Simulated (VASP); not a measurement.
Output of a VASP run:

File OSZICAR:
```
       N       E                     dE             d eps       ncg     rms          rms(c)
DAV:   1     0.693571284211E+02    0.69357E+02   -0.51499E+03   630   0.117E+03
DAV:   2     0.971700408012E+00   -0.68385E+02   -0.67329E+02   822   0.160E+02
DAV:   3    -0.184104628247E+01   -0.28127E+01   -0.27839E+01   775   0.404E+01
DAV:   4    -0.190552321328E+01   -0.64477E-01   -0.64409E-01  1038   0.514E+00
DAV:   5    -0.190616233594E+01   -0.63912E-03   -0.63840E-03   858   0.325E-01    0.162E+00
DAV:   6    -0.190592107209E+01    0.24126E-03   -0.27123E-03   879   0.651E-01    0.965E-01
DAV:   7    -0.190656910479E+01   -0.64803E-03   -0.69865E-03   716   0.115E+00    0.464E-02
DAV:   8    -0.190677004867E+01   -0.20094E-03   -0.35326E-04  1006   0.145E-01    0.279E-02
DAV:   9    -0.190677718265E+01   -0.71340E-05   -0.86545E-06   854   0.314E-02    0.780E-03
DAV:  10    -0.190677882362E+01   -0.16410E-05   -0.50744E-06   769   0.192E-02    0.183E-03
DAV:  11    -0.190677876420E+01    0.59422E-07   -0.51281E-07   396   0.869E-03
   1 F= -.19067788E+01 E0= -.19061858E+01  d E =-.177895E-02
```

File OUTCAR:
```
------------------------ aborting loop because EDIFF is reached ----------------------------------------
  FORCE on cell =-STRESS in cart. coord.  units (eV):
  Direction    XX          YY          ZZ          XY          YZ          ZX
  --------------------------------------------------------------------------------------
  Total        0.0297832      0.0297832      0.0297832      0.0000000     -0.0000000     -0.0000000
  in kB        0.7543996      0.7543996      0.7543996      0.0000000     -0.0000000     -0.0000000
  external PRESSURE =       0.7543996 kB  Pullay stress =       0.0000000 kB
  volume of cell :       63.25
      direct lattice vectors                 reciprocal lattice vectors
    -2.510000000  2.510000000  2.510000000     0.000000000  0.199203187  0.199203187
     2.510000000 -2.510000000  2.510000000     0.199203187  0.000000000  0.199203187
     2.510000000  2.510000000 -2.510000000     0.199203187  0.199203187  0.000000000
 POSITION                                       TOTAL-FORCE (eV/Angst)
 -----------------------------------------------------------------------------------
      0.00000      0.00000      0.00000         0.000000     -0.000000      0.000000
 -----------------------------------------------------------------------------------
    total drift:                               -0.000000     -0.000000     -0.000000
  FREE ENERGIE OF THE ION-ELECTRON SYSTEM (eV)
  ---------------------------------------------------
  free  energy   TOTEN  =        -1.9067787642 eV

  energy  without entropy=       -1.9049998101  energy(sigma->0) =       -1.90618578
```
(Selected blocks of OUTCAR.)

File POSCAR:
```
Ba
1
   -2.5100000000     2.5100000000     2.5100000000
    2.5100000000    -2.5100000000     2.5100000000
    2.5100000000     2.5100000000    -2.5100000000
Ba
1
Direct
  0.0000000000   0.0000000000   0.0000000000
```

Task: Reconstruct the remaining input files.

Result: This is not unique; one that fits is the input of the run itself, PBE GGA, plane waves, VASP's PBE PAW potentials (set 64).

INCAR:
```
# general
SYSTEM   =  Ba
PREC     =  Accurate
ENCUT    =  700
LREAL    =  .FALSE.
LASPH    =  .TRUE.

# electronic loop
EDIFF    =  1E-6
NELM     =  100
ALGO     =  Normal
LMAXMIX  =  4

# smearing
ISMEAR   =  1
SIGMA    =  0.1

# functional
GGA      =  PE

# ions
ISIF     =  2

# output
LWAVE    =  .FALSE.
LCHARG   =  .FALSE.
```

**KPOINTS**
```
Automatic mesh
0
gamma
 9 9 9
0 0 0
```

POTCAR, in this order: Ba_sv (PBE.64 set). Program: vasp_std.

The compound is Ba in the bcc structure. The cell was not relaxed at this level. The run is one of a series of settings (ENCUT = 700 against the base run), some of them coarse on purpose.
